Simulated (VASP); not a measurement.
Given:

```
BaS
1.0
    0.00000     3.22498     3.22498
    3.22498     0.00000     3.22498
    3.22498     3.22498     0.00000
Ba S
1 1
Cartesian
  0.00000   0.00000   0.00000
  3.22498   3.22498   3.22498
```

Calculation: PW91 GGA, VASP's PBE PAW potentials (set 64) (plane waves; VASP). Settings: 520 eV cut-off, 8×8×8 Γ-centred mesh, tetrahedra with Blöchl corrections, potentials Ba_sv S.

Unless said otherwise, spin-orbit coupling is left out, though it shifts the bands of the heavy elements here.

Question: Tabulate the total density of states (states/eV per cell) against energy (eV; zero at the valence-band maximum or, without a gap, the Fermi level).

Answer: 
```
E (eV) | DOS (states/eV)
    -9.95 | #### 1.06
    -9.72 | ############### 3.65
    -9.37 | ######## 1.93
    -9.14 |  0.00
    -8.90 |  0.00
    -8.67 |  0.00
    -8.32 |  0.00
    -8.09 |  0.00
    -7.85 |  0.00
    -7.62 |  0.00
    -7.27 |  0.00
    -7.04 |  0.00
    -6.81 |  0.00
    -6.57 |  0.00
    -6.22 |  0.00
    -5.99 |  0.00
    -5.76 |  0.00
    -5.53 |  0.00
    -5.18 |  0.00
    -4.94 |  0.00
    -4.71 |  0.00
    -4.48 |  0.00
    -4.13 |  0.00
    -3.90 |  0.00
    -3.66 |  0.00
    -3.43 |  0.00
    -3.08 |  0.00
    -2.85 |  0.00
    -2.62 |  0.00
    -2.38 |  0.00
    -2.03 |  0.00
    -1.80 | # 0.17
    -1.57 | ###### 1.47
    -1.33 | ############# 3.00
    -0.99 | ############# 3.20
    -0.75 | ######################## 5.70
    -0.52 | ############################## 7.16
    -0.29 | ################ 3.73
     0.06 |  0.00
     0.30 |  0.00
     0.53 |  0.00
     0.76 |  0.00
     1.11 |  0.00
     1.34 |  0.00
     1.58 |  0.00
     1.81 |  0.00
     2.16 |  0.01
     2.39 | # 0.18
     2.62 | ## 0.38
     2.86 | ## 0.49
     3.21 | ### 0.71
     3.44 | #### 0.93
     3.67 | ###### 1.32
     3.91 | ###### 1.36
     4.25 | ###### 1.48
     4.49 | ###### 1.41
     4.72 | ###### 1.45
     4.95 | ######## 1.81
     5.30 | ############ 2.84
     5.54 | ############## 3.29
```
Within 2 eV below the valence-band maximum the largest weight inside VASP's projection spheres is S p.

The compound is BaS in the rock salt structure. It was relaxed first.
